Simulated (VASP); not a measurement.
Given:

```xyz
2
Lattice="0.0000 3.2243 3.2243 3.2243 0.0000 3.2243 3.2243 3.2243 0.0000" Properties=species:S:1:pos:R:3 pbc="T T T"
Ag     0.0000     0.0000     0.0000
I      1.6121     1.6121     1.6121
```

Computed with PBEsol GGA, VASP's PBE PAW potentials (set 64) (plane waves; VASP 6.6.1). Settings: 500 eV cut-off, 7×7×7 Γ-centred mesh, Gaussian smearing of 0.050 eV, potentials Ag I.

Unless said otherwise, spin-orbit coupling is left out, though it shifts the bands of the heavy elements here.

Problem. What does the run give for the energy per atom (σ→0), band gap (on the k-mesh) with the smallest direct gap where there is one?

Solution. 
The band gap (on the k-mesh) comes out as 1.20 eV and the smallest direct gap (on the k-mesh) is 1.20 eV. The energy per atom (σ→0) is -2.727 eV/atom.

The compound is AgI in the zinc blende structure, whereas wurtzite is the usual form. It was relaxed first.
